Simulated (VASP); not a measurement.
Data:

```
PbO2
1.0
    5.02089     0.00000     0.00000
    0.00000     5.02089     0.00000
    0.00000     0.00000     3.44603
Pb O
2 4
Direct
  0.00000   0.00000   0.00000
  0.50000   0.50000   0.50000
  0.30723   0.30723   0.00000
  0.80723   0.19277   0.50000
  0.19277   0.80723   0.50000
  0.69277   0.69277   0.00000
```

Calculation: optB86b-vdW, VASP's PBE PAW potentials (set 64) (plane waves; VASP). Settings: 520 eV cut-off, Gaussian smearing of 0.050 eV, potentials Pb_d O.

Unless said otherwise, spin-orbit coupling is left out, though it shifts the bands of the heavy elements here.

### Question
Give the energies of bands 15 to 28 at the high-symmetry points, in eV from the valence-band maximum.

### Answer

```csv
band,Γ,X,M,Z,R,A
15,-7.97,-6.40,-5.61,-7.32,-7.03,-7.77
16,-3.24,-6.40,-5.61,-7.32,-7.03,-7.77
17,-3.16,-2.49,-3.05,-3.24,-4.49,-3.80
18,-3.16,-2.49,-3.05,-3.24,-4.49,-3.80
19,-2.08,-2.35,-2.48,-2.80,-3.29,-1.92
20,-1.98,-2.35,-2.48,-2.80,-3.29,-1.92
21,-1.68,-1.28,-1.50,-1.96,-1.02,-1.79
22,-0.71,-1.28,-1.50,-1.96,-1.02,-1.79
23,-0.60,-0.64,-0.66,-1.05,-0.72,-0.62
24,-0.60,-0.64,-0.66,-1.05,-0.72,-0.62
25,-0.54,-0.34,-0.44,-0.73,-0.20,-0.47
26,-0.54,-0.34,-0.44,-0.73,-0.20,-0.47
27,0.10,2.25,2.63,3.53,3.83,2.64
28,4.01,2.25,2.63,3.53,3.83,2.64
```

The gap is indirect, 0.02 eV, from the valence maximum at Γ-Z at 0.22 to the conduction minimum at M-Γ at 0.78.

The compound is PbO2 in the rutile structure. It was relaxed first.
